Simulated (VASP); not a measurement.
Consider the following.

```xyz
2
Lattice="1.5615 -2.7046 0.0000 1.5615 2.7046 0.0000 0.0000 0.0000 4.9380" Properties=species:S:1:pos:R:3 pbc="T T T"
Hf     1.5615     0.9015     1.2345
Hf     1.5615    -0.9015     3.7035
```

Level of theory: LDA (Ceperley-Alder, Perdew-Zunger), VASP's LDA PAW potentials (set 64) (plane waves; VASP). Numerical set-up: 520 eV cut-off, Gaussian smearing of 0.050 eV, potentials Hf_pv.

Give the energies of bands 7 to 13 at the high-symmetry points, in eV from the Fermi level.

| band | Γ | M | K | A | L | H |
|---|---|---|---|---|---|---|
| 7 | -7.58 | -3.48 | -2.46 | -5.46 | -3.66 | -1.96 |
| 8 | -3.96 | -3.05 | -1.82 | -5.46 | -3.66 | -1.96 |
| 9 | 1.05 | -2.49 | -1.82 | 0.09 | -1.17 | -1.56 |
| 10 | 1.09 | -0.60 | -1.45 | 0.09 | -1.17 | -1.56 |
| 11 | 1.09 | 0.66 | 0.33 | 0.97 | 1.51 | -0.09 |
| 12 | 1.40 | 0.93 | 0.33 | 0.97 | 1.51 | -0.09 |
| 13 | 1.99 | 1.76 | 2.14 | 0.97 | 2.70 | 2.54 |

It has no gap at this level: it comes out as a metal or semimetal.

The compound is Hf in the hcp structure. It was relaxed first, which changed the volume by -6 %.
